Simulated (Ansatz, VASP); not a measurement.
# Two plane-wave programs on Ni3Hg

The input INCAR:

```
SYSTEM = Ni3Hg
ALGO = Normal
EDIFF = 1E-7
ENCUT = 520
GGA = PE
ISIF = 2
ISMEAR = -1
ISPIN = 2
LASPH = .TRUE.
LCHARG = .FALSE.
LMAXMIX = 4
LORBIT = 11
LREAL = .FALSE.
LWAVE = .FALSE.
MAGMOM = 0 1 1 1
NBANDS = 33
NELM = 100
PREC = Accurate
SIGMA = 0.05
```

The input KPOINTS:

```
k-points
0
G
  7 7 7
  0 0 0
```

The input POSCAR:

```
Ni3Hg
1.0
    3.7941917961      0.0000000000      0.0000000000
    0.0000000000      3.7941917961      0.0000000000
    0.0000000000      0.0000000000      3.7941917961
Hg Ni
1 3
Direct
    0.0000000000      0.0000000000      0.0000000000
    0.5000000000      0.5000000000      0.0000000000
    0.5000000000      0.0000000000      0.5000000000
    0.0000000000      0.5000000000      0.5000000000
```

File input.yaml:

```yaml
crystal:
  lattice:
    - [3.7941917961, 0.0, 0.0]
    - [0.0, 3.7941917961, 0.0]
    - [0.0, 0.0, 3.7941917961]
  atoms:
    - { symbol: Hg, position: [0.0, 0.0, 0.0] }
    - { symbol: Ni, position: [0.5, 0.5, 0.0], spin: 1.0 }
    - { symbol: Ni, position: [0.5, 0.0, 0.5], spin: 1.0 }
    - { symbol: Ni, position: [0.0, 0.5, 0.5], spin: 1.0 }
hamiltonian:
  xc: pbe
  pseudopotentials: { kind: paw }
magnetization:
  spin_polarized: true
kpoints:
  mp_grid: { grid: [7, 7, 7] }
scf:
  occupations: { method: fermi_dirac, width: 0.05 }
output:
  forces: true
  stress: true
  eigenvalues: true
  write_density: true
  write_potential: true
  elf: true
  volumetric_format: npy
```

Change from the starting cell: volume scaled by 1.04.

Alike in both runs: task single point; functional PBE; k mesh 7 × 7 × 7; occupations fermi-dirac, width 0.05 eV; collinear spin, ferromagnetic start.

|  | VASP | Ansatz |
| --- | --- | --- |
| version | VASP 6.6.1 | Ansatz 0.2.0 |
| potentials or method | VASP PAW PBE potentials, release 64 (Hg, Ni) | Ansatz PAW |
| plane-wave cutoff (eV) | 520 | 420 |
| valence electrons in the cell | 42 | 74 |

```tsv
	VASP	Ansatz	Ansatz less VASP
gap on the k mesh at the Fermi level (eV)	none	none	-
pressure (GPa)	-3.8	-4.7	-0.85
net moment per atom (μB)	0.28	0.29	+0.007
size of the moment on the site where the two differ most (μB)	0.39	0.41	+0.017
```

Site moments also hang on the region over which each program counts them. A gap of «none» marks a metal or a gap that the smearing closes. With one functional, cell and mesh, what is left measures potentials, basis and numerics. The two sets of potentials don't hold the same shells in valence.

Spin-orbit coupling is left out, which matters for the levels of Hg.
